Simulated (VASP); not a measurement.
Method: PBE GGA, VASP's PBE PAW potentials (set 64) (plane waves; VASP).

VASP input:

### KPOINTS
```
kpoints
0
G
  7 7 7
0 0 0
```

POSCAR:
```
InP
1
    0.0000000000     2.9350000000     2.9350000000
    2.9350000000     0.0000000000     2.9350000000
    2.9350000000     2.9350000000     0.0000000000
In P
1 1
Direct
  0.0000000000   0.0000000000   0.0000000000
  0.2500000000   0.2500000000   0.2500000000
```

### INCAR
```
# general
SYSTEM  = InP
PREC    = Accurate
ENCUT   = 400
LREAL   = F   # projection in real space or not
LASPH   = T
ISYM    = 3

# electronic loop
EDIFF   = 1E-6   # SCF stop (eV)
NELM    = 100
ALGO    = Normal   # blocked Davidson
LMAXMIX = 4   # l cut-off of mixed one-centre charges

# smearing
ISMEAR  = 0   # Gaussian
SIGMA   = 0.05

# functional
GGA     = PE   # PBE

# ions
ISIF    = 2   # forces and stress, cell fixed

# output
LWAVE   = F
LCHARG  = F
```

POTCAR, in this order: In_d P (PBE.64 set). Program: vasp_std.

What VASP printed:

OSZICAR:
```
       N       E                     dE             d eps       ncg     rms          rms(c)
DAV:   1     0.103266314238E+03    0.10327E+03   -0.75659E+03   525   0.129E+03
DAV:   2    -0.157267596767E+01   -0.10484E+03   -0.10121E+03   560   0.303E+02
DAV:   3    -0.860034485496E+01   -0.70277E+01   -0.69855E+01   670   0.843E+01
DAV:   4    -0.879390455868E+01   -0.19356E+00   -0.19343E+00   630   0.153E+01
DAV:   5    -0.880377404140E+01   -0.98695E-02   -0.98692E-02   750   0.296E+00
```

### stdout
```
 POSCAR found type information on POSCAR InP
 POSCAR found :  2 types and       2 ions
 Reading from existing POTCAR
 Reading from existing POTCAR
 LDA part: xc-table for (Slater+PW92), standard interpolation
 POSCAR, INCAR and KPOINTS ok, starting setup
 WAVECAR not read
 entering main loop
       N       E                     dE             d eps       ncg     rms          rms(c)
DAV:   1     0.103266314238E+03    0.10327E+03   -0.75659E+03   525   0.129E+03
DAV:   2    -0.157267596767E+01   -0.10484E+03   -0.10121E+03   560   0.303E+02
DAV:   3    -0.860034485496E+01   -0.70277E+01   -0.69855E+01   670   0.843E+01
DAV:   4    -0.879390455868E+01   -0.19356E+00   -0.19343E+00   630   0.153E+01
DAV:   5    -0.880377404140E+01   -0.98695E-02   -0.98692E-02   750   0.296E+00
 -----------------------------------------------------------------------------
|                     _     ____    _    _    _____     _                     |
|                    | |   |  _ \  | |  | |  / ____|   | |                    |
|                    | |   | |_) | | |  | | | |  __    | |                    |
|                    |_|   |  _ <  | |  | | | | |_ |   |_|                    |
|                     _    | |_) | | |__| | | |__| |    _                     |
|                    (_)   |____/   \____/   \_____|   (_)                    |
|                                                                             |
|                                                                             |
|     internal error in CHECK_FULL_KPOINTS: KPOINTS_FULL not properly         |
|     initialised                                                             |
|                                                                             |
|     If you are not a developer, you should not encounter this problem.      |
|     Please submit a bug report.                                             |
|                                                                             |
 -----------------------------------------------------------------------------
```

VASP stops with an error: internal error in CHECK_FULL_KPOINTS: KPOINTS_FULL not properly initialised If you are not a developer, you should not encounter this problem. Please submit a bug report.

The compound is InP in the zinc blende structure. The cell was not relaxed at this level. The run is one of a series of settings (ISYM = 3 against the base run), some of them coarse on purpose.
